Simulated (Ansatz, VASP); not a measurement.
# ZrB2 in two plane-wave programs, part 2 of 2

One calculation is typed for both programs; each brings its own data sets. How far apart do they land? The cell is taken from a series of runs on this material, whose earlier steps may have relaxed, scaled, displaced or heated it; both programs get it as it stands.

VASP 6.6.1 and Ansatz 0.2.0.

So far: The starting structure; Ansatz: zone-centre phonons, PBE.

### 3. VASP: zone-centre phonons, PBE

Level of this step: PBE; plane waves and PAW (Zr_sv, B) (VASP).

The same cell, functional, mesh and smearing now go to VASP, with its own data sets.

Lines of VASP's logs that name or quote its potential files are left out, and so is its time.

File INCAR:

```
SYSTEM = ZrB2
PREC = Accurate
ENCUT = 500
EDIFF = 1E-08
NELM = 120
ISMEAR = 1
SIGMA = 0.2
LREAL = .FALSE.
ALGO = Normal
GGA = PE
NBANDS = 15
LASPH = .TRUE.
LORBIT = 11
LWAVE = .FALSE.
LCHARG = .FALSE.
ISIF = 2
IBRION = 8
GGA_COMPAT = .FALSE.
KPAR = 2
```

File POSCAR:

```
ZrB2
1.0
    3.1709222583      0.0000000000      0.0000000000
   -1.5854611292      2.7460992292      0.0000000000
    0.0000000000      0.0000000000      3.5428634952
Zr B
1 2
Direct
    0.0000000000      0.0000000000      0.0000000000
    0.3333333333      0.6666666667      0.5000000000
    0.6666666667      0.3333333333      0.5000000000
```

File KPOINTS:

```
Automatic mesh
0
Gamma
15 15 12
0 0 0
```

PAW data sets: Zr_sv and B (PBE family, release 64).

The run is started by

```console
mpirun -np 2 vasp_std
```

Numbers of over 12 decimals in the logs are rounded to 6 here.

Log:

```text
[banner, memory and clock lines left out]
running    2 mpi-ranks, on    1 nodes
 distrk:  each k-point on    1 cores,    2 groups
 distr:  one band on    1 cores,    1 groups

 POSCAR found type information on POSCAR ZrB
 POSCAR found :  2 types and       3 ions
 LDA part: xc-table for (Slater+PW92), standard interpolation
 POSCAR, INCAR and KPOINTS ok, starting setup
 FFT: planning ... GRIDC
 FFT: planning ... GRID_SOFT
 FFT: planning ... GRID
 WAVECAR not read
 entering main loop
       N       E                     dE             d eps       ncg     rms          rms(c)
DAV:   1     0.101834503868E+03    0.10183E+03   -0.95062E+03  5670   0.116E+03
DAV:   2    -0.233346787701E+02   -0.12517E+03   -0.12055E+03  7113   0.299E+02
DAV:   3    -0.275931466132E+02   -0.42585E+01   -0.42381E+01  9326   0.480E+01
DAV:   4    -0.276609942594E+02   -0.67848E-01   -0.67841E-01  6417   0.549E+00
DAV:   5    -0.276623327325E+02   -0.13385E-02   -0.13384E-02  8899   0.573E-01    0.213E+01
DAV:   6    -0.250168286373E+02    0.26455E+01   -0.63552E+00  7076   0.172E+01    0.859E+00
DAV:   7    -0.249795451584E+02    0.37283E-01   -0.70968E-01  8305   0.531E+00    0.312E+00
DAV:   8    -0.249822686006E+02   -0.27234E-02   -0.94820E-02  6790   0.263E+00    0.514E-01
DAV:   9    -0.249783682283E+02    0.39004E-02   -0.20229E-02  7238   0.109E+00    0.193E-01
DAV:  10    -0.249781332988E+02    0.23493E-03   -0.13273E-03  6665   0.343E-01    0.395E-02
DAV:  11    -0.249781434557E+02   -0.10157E-04   -0.59656E-05  7933   0.754E-02    0.114E-02
DAV:  12    -0.249781419263E+02    0.15294E-05   -0.30297E-06  7197   0.121E-02    0.409E-03
DAV:  13    -0.249781419435E+02   -0.17135E-07   -0.27305E-07  7765   0.479E-03    0.179E-03
DAV:  14    -0.249781418971E+02    0.46325E-07   -0.15067E-08  5147   0.139E-03    0.428E-04
DAV:  15    -0.249781418744E+02    0.22761E-07   -0.51003E-09  3346   0.610E-04    0.895E-05
DAV:  16    -0.249781418695E+02    0.48558E-08   -0.10778E-09  3087   0.275E-04
   1 F= -.24978142E+02 E0= -.24978314E+02  d E =0.515570E-03
 Linear response reoptimize wavefunctions to high precision
DAV:   1    -0.249781418707E+02   -0.11510E-08   -0.39668E-10  3976   0.132E-04
DAV:   2    -0.249781418707E+02   -0.51159E-10   -0.14488E-10  3017   0.670E-05
 Linear response DOF=           4
 Linear response progress:
  Degree of freedom:   1/  4
       N       E                     dE             d eps       ncg     rms          rms(c)
RMM:   1    -0.684360790430E+00   -0.68436E+00    0.29968E+00 15449   0.150E+01
RMM:   2    -0.629231661934E+00    0.55129E-01   -0.18848E-01 21316   0.283E+00    0.168E-01
RMM:   3    -0.630469682171E+00   -0.12380E-02   -0.32672E-02 25547   0.876E-01    0.536E-02
RMM:   4    -0.632062628475E+00   -0.15929E-02   -0.55511E-03 31453   0.304E-01    0.332E-02
RMM:   5    -0.632596922258E+00   -0.53429E-03   -0.10074E-03 31792   0.119E-01    0.187E-02
RMM:   6    -0.632614257334E+00   -0.17335E-04   -0.14562E-04 31219   0.525E-02    0.536E-03
RMM:   7    -0.632583443815E+00    0.30814E-04   -0.38284E-05 32733   0.253E-02    0.409E-03
RMM:   8    -0.632581765256E+00    0.16786E-05   -0.35406E-05 33065   0.141E-02    0.107E-03
RMM:   9    -0.632588224901E+00   -0.64596E-05    0.18179E-08 33844   0.831E-03    0.103E-04
RMM:  10    -0.632589508434E+00   -0.12835E-05   -0.22478E-06 35089   0.521E-03    0.205E-04
RMM:  11    -0.632590589377E+00   -0.10809E-05   -0.21161E-06 34844   0.369E-03    0.163E-04
RMM:  12    -0.632582397450E+00    0.81919E-05   -0.18481E-06 31752   0.303E-03    0.345E-04
RMM:  13    -0.632594414788E+00   -0.12017E-04   -0.11913E-06 28855   0.270E-03    0.231E-04
RMM:  14    -0.632593572452E+00    0.84234E-06   -0.95886E-07 31484   0.191E-03    0.666E-05
RMM:  15    -0.632594963964E+00   -0.13915E-05   -0.55721E-07 33942   0.152E-03    0.573E-05
RMM:  16    -0.632595749839E+00   -0.78587E-06   -0.40172E-07 34719   0.125E-03    0.517E-05
RMM:  17    -0.632596116675E+00   -0.36684E-06   -0.26096E-07 34944   0.105E-03    0.602E-05
 first order change of Fermi-energy   0.87014E-04
 force on displaced ion       1 direction 1 : -12.999   0.000   0.000
 Linear response progress:
  Degree of freedom:   2/  4
       N       E                     dE             d eps       ncg     rms          rms(c)
RMM:   1    -0.760451286269E+00   -0.76045E+00    0.26648E+00  6584   0.148E+01
RMM:   2    -0.705417776026E+00    0.55034E-01   -0.16669E-01  8846   0.269E+00    0.189E-01
RMM:   3    -0.708284332307E+00   -0.28666E-02   -0.36528E-02 10377   0.813E-01    0.607E-02
RMM:   4    -0.710636417526E+00   -0.23521E-02   -0.65351E-03 12069   0.279E-01    0.396E-02
RMM:   5    -0.710947191822E+00   -0.31077E-03   -0.11350E-03 12492   0.105E-01    0.263E-02
RMM:   6    -0.710815928115E+00    0.13126E-03   -0.15795E-04 12249   0.497E-02    0.666E-03
RMM:   7    -0.710873194122E+00   -0.57266E-04   -0.86904E-05 12735   0.216E-02    0.346E-03
RMM:   8    -0.710870329830E+00    0.28643E-05   -0.10527E-04 13278   0.113E-02    0.923E-04
RMM:   9    -0.710874014115E+00   -0.36843E-05   -0.90580E-05 13895   0.659E-03    0.606E-04
RMM:  10    -0.710877586264E+00   -0.35721E-05   -0.79148E-05 13500   0.461E-03    0.216E-04
RMM:  11    -0.710879101980E+00   -0.15157E-05   -0.68242E-05 13512   0.324E-03    0.431E-05
RMM:  12    -0.710879743737E+00   -0.64176E-06   -0.58140E-05 14127   0.242E-03    0.749E-05
RMM:  13    -0.710879035750E+00    0.70799E-06   -0.49458E-05 13515   0.186E-03    0.118E-04
RMM:  14    -0.710880659334E+00   -0.16236E-05   -0.39286E-05 12992   0.151E-03    0.485E-05
[...]
RMM:  31    -0.710885913245E+00   -0.52300E-07   -0.30590E-06 11953   0.827E-05    0.239E-06
RMM:  32    -0.710885695077E+00    0.21817E-06   -0.16383E-06 13176   0.752E-05    0.186E-06
RMM:  33    -0.710885756405E+00   -0.61328E-07   -0.22686E-06 11785   0.616E-05    0.270E-06
RMM:  34    -0.710885703325E+00    0.53080E-07   -0.12218E-06  7976   0.535E-05    0.300E-06
RMM:  35    -0.710885754204E+00   -0.50879E-07   -0.16914E-06  7146   0.470E-05    0.372E-06
RMM:  36    -0.710885726478E+00    0.27726E-07   -0.90915E-07  9135   0.420E-05    0.376E-06
RMM:  37    -0.710885778871E+00   -0.52393E-07   -0.12605E-06  8569   0.371E-05    0.392E-06
RMM:  38    -0.710885746037E+00    0.32834E-07   -0.67549E-07  6721   0.329E-05    0.423E-06
 first order change of Fermi-energy   0.77324E-04
 force on displaced ion       1 direction 3 :   0.000   0.000 -14.039
 Linear response progress:
  Degree of freedom:   3/  4
       N       E                     dE             d eps       ncg     rms          rms(c)
RMM:   1    -0.475011046946E-01   -0.47501E-01   -0.21758E-02 57739   0.103E+00
RMM:   2    -0.425558467609E-01    0.49453E-02   -0.23675E-03 47123   0.251E-01    0.138E-01
RMM:   3    -0.425530231399E-01    0.28236E-05   -0.64958E-04 44908   0.122E-01    0.697E-02
RMM:   4    -0.430361979253E-01   -0.48317E-03   -0.40692E-04 44183   0.963E-02    0.858E-03
RMM:   5    -0.430388556856E-01   -0.26578E-05   -0.52163E-05 52004   0.276E-02    0.234E-03
RMM:   6    -0.430392393606E-01   -0.38367E-06   -0.10632E-05 55892   0.975E-03    0.120E-03
RMM:   7    -0.430358595903E-01    0.33798E-05   -0.24502E-06 55327   0.460E-03    0.292E-04
RMM:   8    -0.430375561537E-01   -0.16966E-05   -0.26652E-07 58194   0.209E-03    0.144E-04
RMM:   9    -0.430371030396E-01    0.45311E-06    0.19289E-07 58904   0.968E-04    0.343E-05
RMM:  10    -0.430373603804E-01   -0.25734E-06   -0.12575E-07 59079   0.473E-04    0.235E-05
RMM:  11    -0.430372135570E-01    0.14682E-06    0.81276E-08 59089   0.236E-04    0.765E-06
RMM:  12    -0.430372206674E-01   -0.71104E-08   -0.15336E-08 59488   0.121E-04    0.582E-06
 first order change of Fermi-energy   0.18211E-04
 force on displaced ion       2 direction 1 : -14.988  -0.001   0.000
 Linear response progress:
  Degree of freedom:   4/  4
       N       E                     dE             d eps       ncg     rms          rms(c)
RMM:   1    -0.470221149792E-01   -0.47022E-01   -0.12050E-03 20222   0.109E+00
RMM:   2    -0.444039879816E-01    0.26181E-02   -0.19186E-03 16301   0.243E-01    0.115E-01
RMM:   3    -0.444050882081E-01   -0.11002E-05   -0.86708E-04 15970   0.139E-01    0.538E-02
RMM:   4    -0.448093425496E-01   -0.40425E-03   -0.33056E-04 16761   0.883E-02    0.122E-02
RMM:   5    -0.448826056458E-01   -0.73263E-04   -0.51920E-05 18161   0.335E-02    0.408E-03
RMM:   6    -0.448926043341E-01   -0.99987E-05   -0.12917E-05 19100   0.134E-02    0.766E-04
RMM:   7    -0.448862721132E-01    0.63322E-05    0.17037E-05 19896   0.564E-03    0.268E-04
RMM:   8    -0.448867851871E-01   -0.51307E-06    0.94390E-06 19567   0.267E-03    0.145E-04
RMM:   9    -0.448859103185E-01    0.87487E-06    0.72975E-06 19555   0.137E-03    0.799E-05
RMM:  10    -0.448864036301E-01   -0.49331E-06    0.55186E-06 20038   0.724E-04    0.137E-05
RMM:  11    -0.448863819437E-01    0.21686E-07    0.42038E-06 21132   0.356E-04    0.104E-05
RMM:  12    -0.448863704316E-01    0.11512E-07    0.32742E-06 20730   0.177E-04    0.534E-06
RMM:  13    -0.448863709719E-01   -0.54029E-09    0.24245E-06 20266   0.960E-05    0.336E-06
RMM:  14    -0.448863820294E-01   -0.11058E-07    0.18522E-06 20550   0.518E-05    0.129E-06
RMM:  15    -0.448863832542E-01   -0.12248E-08    0.13663E-06 20153   0.292E-05    0.104E-06
RMM:  16    -0.448863792170E-01    0.40372E-08    0.10230E-06 19134   0.175E-05    0.453E-07
RMM:  17    -0.448863802586E-01   -0.10415E-08    0.75105E-07 17039   0.113E-05    0.437E-07
RMM:  18    -0.448863785326E-01    0.17260E-08    0.56388E-07 16592   0.835E-06    0.719E-08
 first order change of Fermi-energy  -0.69846E-04
 force on displaced ion       2 direction 3 :  -0.000  -0.000  -9.747
 Linear response finished
```

From OUTCAR (step 3):

```text
ion  position               nearest neighbor table
   1  0.000  0.000  0.000-   2 2.55   3 2.55   2 2.55   3 2.55   3 2.55   3 2.55   2 2.55   2 2.55
                             3 2.55   3 2.55   2 2.55   2 2.55
   2  0.333  0.667  0.500-   3 1.83   3 1.83   3 1.83   1 2.55   1 2.55   1 2.55   1 2.55   1 2.55
                             1 2.55
   3  0.667  0.333  0.500-   2 1.83   2 1.83   2 1.83   1 2.55   1 2.55   1 2.55   1 2.55   1 2.55
                             1 2.55

  LATTYP: Found a hexagonal cell.
 ALAT       =     3.1709222583
 C/A-ratio  =     1.1172974947

 Subroutine GETGRP returns: Found 24 space group operations
 (whereof 24 operations were pure point group operations)

The static configuration has the point symmetry D_6h.

 Found    189 irreducible k-points:

   k-points           NKPTS =    189   k-points in BZ     NKDIM =    189   number of bands    NBANDS=     15

   dimension x,y,z NGX =    24 NGY =   24 NGZ =   28
   dimension x,y,z NGXF=    48 NGYF=   48 NGZF=   56

   ENCUT  =  500.0 eV  36.75 Ry    6.06 a.u.   5.78  5.78  6.46*2*pi/ulx,y,z

   NELECT =      18.0000    total number of electrons

 k-points in reciprocal lattice and weights: Automatic mesh
   0.00000000  0.00000000  0.00000000       0.000
   0.06666667  0.00000000  0.00000000       0.002
   0.13333333  0.00000000  0.00000000       0.002
   0.20000000  0.00000000  0.00000000       0.002
   0.26666667  0.00000000  0.00000000       0.002
   0.33333333 -0.00000000  0.00000000       0.002
   0.40000000 -0.00000000  0.00000000       0.002
   0.46666667 -0.00000000  0.00000000       0.002
   0.06666667  0.06666667  0.00000000       0.002
[...]
0.33333333  0.26666667  0.50000000       0.004
   0.33333333  0.33333333  0.50000000       0.001

 average (electrostatic) potential at core
       1 -72.8879       2 -22.0784       3 -22.0784

  Total        0.0258961      0.0258961      0.0314648     -0.0000000     -0.0000000      0.0000000
  in kB        1.3448951      1.3448951      1.6341034     -0.0000000     -0.0000000      0.0000000
  external PRESSURE =       1.4412978 kB  Pullay stress =       0.0000000 kB

  energy-cutoff  :      500.00
  volume of cell :       30.85
      direct lattice vectors                 reciprocal lattice vectors
     3.170922258  0.000000000  0.000000000     0.315365663  0.182076450  0.000000000
    -1.585461129  2.746099229  0.000000000     0.000000000  0.364152901  0.000000000
     0.000000000  0.000000000  3.542863495     0.000000000  0.000000000  0.282257558

 POSITION                                       TOTAL-FORCE (eV/Angst)
 -----------------------------------------------------------------------------------
      0.00000      0.00000      0.00000        -0.000000      0.000000      0.000000
     -0.00000      1.83073      1.77143         0.000000     -0.000000      0.000000
      1.58546      0.91537      1.77143        -0.000000      0.000000      0.000000
 -----------------------------------------------------------------------------------
    total drift:                               -0.000000      0.000000      0.000000

 Eigenvectors and eigenvalues of the dynamical matrix
 ----------------------------------------------------

   1 f  =   23.043680 THz   144.787712 2PiTHz  768.654430 cm-1    95.300960 meV
             X         Y         Z           dx          dy          dz
      0.000000  0.000000  0.000000    -0.000000   -0.000000   -0.000000
     -0.000000  1.830733  1.771432     0.182885   -0.683047   -0.000000
      1.585461  0.915366  1.771432    -0.182885    0.683047    0.000000

   2 f  =   23.043680 THz   144.787712 2PiTHz  768.654430 cm-1    95.300960 meV
             X         Y         Z           dx          dy          dz
      0.000000  0.000000  0.000000    -0.000000   -0.000000   -0.000000
     -0.000000  1.830733  1.771432     0.683047    0.182885    0.000000
      1.585461  0.915366  1.771432    -0.683047   -0.182885   -0.000000

   3 f  =   16.792971 THz   105.513351 2PiTHz  560.153231 cm-1    69.450118 meV
             X         Y         Z           dx          dy          dz
      0.000000  0.000000  0.000000    -0.000000   -0.000000   -0.000000
     -0.000000  1.830733  1.771432     0.000000    0.000000   -0.707107
      1.585461  0.915366  1.771432     0.000000    0.000000    0.707107

   4 f  =   14.010102 THz    88.028065 2PiTHz  467.326691 cm-1    57.941099 meV
             X         Y         Z           dx          dy          dz
      0.000000  0.000000  0.000000    -0.000000   -0.000000    0.437751
     -0.000000  1.830733  1.771432     0.000000    0.000000   -0.635757
      1.585461  0.915366  1.771432     0.000000    0.000000   -0.635757

   5 f  =   13.470588 THz    84.638198 2PiTHz  449.330436 cm-1    55.709849 meV
             X         Y         Z           dx          dy          dz
      0.000000  0.000000  0.000000     0.113301   -0.423183   -0.000000
     -0.000000  1.830733  1.771432    -0.164394    0.614015    0.000000
      1.585461  0.915366  1.771432    -0.164394    0.614015    0.000000

   6 f  =   13.470588 THz    84.638198 2PiTHz  449.330436 cm-1    55.709849 meV
             X         Y         Z           dx          dy          dz
      0.000000  0.000000  0.000000    -0.423183   -0.113301   -0.000000
     -0.000000  1.830733  1.771432     0.614015    0.164394    0.000000
      1.585461  0.915366  1.771432     0.614015    0.164394    0.000000

   7 f/i=    0.000348 THz     0.002185 2PiTHz    0.011598 cm-1     0.001438 meV
             X         Y         Z           dx          dy          dz
      0.000000  0.000000  0.000000    -0.000000   -0.000000   -0.899096
     -0.000000  1.830733  1.771432    -0.000000   -0.000000   -0.309537
      1.585461  0.915366  1.771432    -0.000000   -0.000000   -0.309537

   8 f/i=    0.005383 THz     0.033820 2PiTHz    0.179546 cm-1     0.022261 meV
             X         Y         Z           dx          dy          dz
      0.000000  0.000000  0.000000    -0.040856    0.898003   -0.000000
     -0.000000  1.830733  1.771432    -0.014079    0.309455   -0.000000
      1.585461  0.915366  1.771432    -0.014079    0.309455   -0.000000

   9 f/i=    0.005383 THz     0.033820 2PiTHz    0.179546 cm-1     0.022261 meV
             X         Y         Z           dx          dy          dz
      0.000000  0.000000  0.000000    -0.898003   -0.040856    0.000000
     -0.000000  1.830733  1.771432    -0.309455   -0.014079    0.000000
      1.585461  0.915366  1.771432    -0.309455   -0.014079    0.000000

 ELASTIC MODULI CONTR FROM IONIC RELAXATION (kBar)
 Direction    XX          YY          ZZ          XY          YZ          ZX
 --------------------------------------------------------------------------------
 XX         -17.5093     17.5093     -0.0000      0.0000      0.0000     -0.0000
 YY          17.5093    -17.5093      0.0000      0.0000     -0.0000      0.0000
 ZZ          -0.0000      0.0000     -0.0000     -0.0000      0.0000     -0.0000
 XY           0.0000      0.0000     -0.0000    -17.5093      0.0000     -0.0000
 YZ           0.0000     -0.0000      0.0000      0.0000     -0.0000      0.0000
 ZX          -0.0000      0.0000     -0.0000     -0.0000      0.0000     -0.0000
 --------------------------------------------------------------------------------
```

### 4. Differences

Known differences besides the potentials themselves: the cutoff is 420 eV in Ansatz and 500 eV in VASP. Total energies have different zeros and are not compared.

The two programs side by side:

| quantity | Ansatz | VASP | difference |
| --- | --- | --- | --- |
| optical mode 1 to 2 (cm⁻¹) | 448.9 | 449.3 | -0.10 % |
| optical mode 3 (cm⁻¹) | 466.1 | 467.3 | -0.25 % |
| optical mode 4 (cm⁻¹) | 559.6 | 560.2 | -0.10 % |
| optical mode 5 to 6 (cm⁻¹) | 767.3 | 768.7 | -0.18 % |

Modes are paired by rising frequency, not by their patterns, so a pair may set unlike modes beside each other; they are those without the splitting of longitudinal modes.

### 5. Summary of results

- r.m.s. difference of the optical zone-centre modes, each program's sorted by frequency (zone-centre phonons, PBE): 0.99 cm⁻¹

**Reading.** The r.m.s. difference of the optical zone-centre modes, each program's sorted by frequency is 0.99 cm⁻¹ (zone-centre phonons, PBE). Such differences can come from data sets, numerical settings and the points named under the comparisons, not from the functional's error against experiment.

[Lines on the potential files, build, host, timing and source positions are cut from VASP's logs without a mark.]

[Logs are printed without paths, hosts, clocks, repeated set-up lines and the standing remarks that a program may print on its own settings, such as how far it seeks lower states.]

[Hosts, paths, dates, database ids (printed as entryN), source tags and the programs' standing remarks are cut or masked in the printed files.]
